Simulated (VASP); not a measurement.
Input of a VASP 6.6.1 run:

File INCAR:

```
ALGO = Fast
EDIFF = 1E-6
ENCUT = 520
GGA = PE
ISIF = 2
ISMEAR = -1
LASPH = True
LCHARG = True
LELF = True
LREAL = Auto
LVHAR = True
LWAVE = False
NBANDS = 44
NELM = 100
PREC = Accurate
SIGMA = 0.02
```

The input KPOINTS:

```
k-points
0
Gamma
  1 1 1
```

The input POSCAR:

```
H14SO6
1.0
    6.0000000000      0.0000000000      0.0000000000
    0.0000000000      6.0000000000      0.0000000000
    0.0000000000      0.0000000000      6.0000000000
O H S
6 14 1
Direct
    0.7751166667      0.9966666667      0.8358833333
    0.3861666667      1.0477500000      0.6555500000
    0.9778500000      0.2778166667      0.5283166667
    0.1174000000      0.7349500000     -0.2351333333
    0.2795666667      0.3994166667      0.0252500000
    0.6889166667      0.2402333333      0.2031500000
    0.6102166667      0.9948833333      0.8196500000
    0.7950500000      1.1207500000      0.9430666667
    0.2756166667      1.1819833333      0.5934166667
    0.2545500000      0.9423666667      0.6809333333
    0.9582166667      0.1371000000      0.6105000000
    0.9082166667      0.4058500000      0.6180666667
    0.1539333333      0.6296000000     -0.1093000000
   -0.0483500000      0.7563000000     -0.2014333333
    0.3929166667      0.4310000000      0.1381000000
    0.3575500000      0.2868166667     -0.0831666667
    0.5843666667      0.2032000000      0.3158666667
    0.8155833333      0.2833833333      0.2954166667
    0.4550166667      0.8100166667      0.4951000000
    0.7076333333      0.6316000000      0.3579500000
    0.5130500000      0.5916666667      0.4676500000
```

Potentials or basis: VASP PAW PBE potentials, release 64 (O, H, S).

Run with:

```console
$ cat potpaw_PBE.64/O/POTCAR potpaw_PBE.64/H/POTCAR potpaw_PBE.64/S/POTCAR > POTCAR
$ mpirun -np 1 vasp_gam > vasp.out
```

Q: Predict the largest force.

A: 4.945 eV/Å.

Q: What does it give for the band gap on the k mesh?

A: 3.94 eV, direct.

Q: Predict the pressure.

A: 0.2 GPa.

Stress tensor (GPa, compression positive):
```
-0.04  1.91  0.93
 1.91 -0.89  0.35
 0.93  0.35  1.52
```

PBE gaps usually lie below the measured ones, often by a third to a half.
